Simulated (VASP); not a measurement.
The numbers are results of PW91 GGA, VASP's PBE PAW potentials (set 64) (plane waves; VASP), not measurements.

A VASP calculation is set up with these files.

File POSCAR:
```
KI
1
    0.0000000000     3.5549512107     3.5549512107
    3.5549512107     0.0000000000     3.5549512107
    3.5549512107     3.5549512107     0.0000000000
K I
1 1
Direct
  0.0000000000   0.0000000000   0.0000000000
  0.5000000000   0.5000000000   0.5000000000
```

### INCAR
```
SYSTEM=KI
PREC=Accurate; ENCUT=520; LREAL=.False.
LASPH=.True.
EDIFF=1E-7; NELM=100; ALGO=Normal
LMAXMIX=4
ISMEAR=0; SIGMA=0.05
GGA=91
ISIF=2
LWAVE=.False.; LCHARG=.False.
```

File KPOINTS:
```
Automatic mesh
0
Gamma
7 7 7
0 0 0
```

POTCAR, in this order: K_sv I (PBE.64 set). Program: vasp_std.

Unless said otherwise, spin-orbit coupling is left out, though it shifts the bands of the heavy elements here.

Predict the energy per atom (σ→0), band gap (on the k-mesh).

```
Quantity                          Result
------------------------  --------------
energy per atom (σ→0)     -2809 meV/atom
band gap (on the k-mesh)         3.94 eV
```

File OSZICAR:
```
...
DAV:   8    -0.561676033247E+01   -0.49694E-02   -0.13402E-02   624   0.850E-01    0.101E-01
DAV:   9    -0.561743561046E+01   -0.67528E-03   -0.98977E-04   620   0.220E-01    0.826E-02
DAV:  10    -0.561762058641E+01   -0.18498E-03   -0.17842E-04   588   0.886E-02    0.165E-02
DAV:  11    -0.561764153098E+01   -0.20945E-04   -0.38475E-05   596   0.375E-02    0.146E-02
DAV:  12    -0.561764329532E+01   -0.17643E-05   -0.40457E-06   612   0.171E-02    0.108E-02
DAV:  13    -0.561764357600E+01   -0.28068E-06   -0.14184E-06   600   0.704E-03    0.370E-03
DAV:  14    -0.561764359045E+01   -0.14451E-07   -0.44937E-08   456   0.187E-03
   1 F= -.56176436E+01 E0= -.56176436E+01  d E =-.264477E-14
```

The compound is KI in the rock salt structure. This cell is one point of a volume scan, at 0.97 of the reference volume.
